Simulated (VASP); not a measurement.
A convergence study with VASP on ZnS (wurtzite): one setting is varied, all else stays as given below, so the limit is that of these other settings.

```
CELL_PARAMETERS angstrom
      1.91000    -3.30822     0.00000
      1.91000     3.30822     0.00000
      0.00000     0.00000     6.26000
ATOMIC_POSITIONS crystal
  Zn 0.66667 0.33333 0.50000
  Zn 0.33333 0.66667 0.00000
  S  0.66667 0.33333 0.87500
  S  0.33333 0.66667 0.37500
```

These are PBE GGA, VASP's PBE PAW potentials (set 64) (plane waves; VASP) values and carry that method's errors. The tightest run used: 550 eV cut-off, 12×12×6 Monkhorst-Pack mesh, Gaussian smearing of 0.050 eV, potentials Zn S.

```
setting     E (eV/atom)  pressure (GPa)  irreducible k-points
----------  -----------  --------------  --------------------
1×1×1 mesh      -0.0736           29.23                     1
2×2×1 mesh      -3.5585            0.55                     2
3×3×2 mesh      -3.3659            2.42                     3
```

Question: These are the cheaper rows. Estimate the results at 12×12×6 mesh, and how far the last row shown lies from them.

Answer: 
| quantity | tightest run | last row shown is off by |
|---|---|---|
| E (eV/atom) | -3.4212 | 0.0552 |
| pressure (GPa) | 1.64 | 0.78 |

Left out are rungs that failed or repeat a setting and relaxations that didn't move; long series are thinned to 24 rows.

The compound is ZnS in the wurtzite structure, the high-temperature form. The cell was not relaxed at this level.
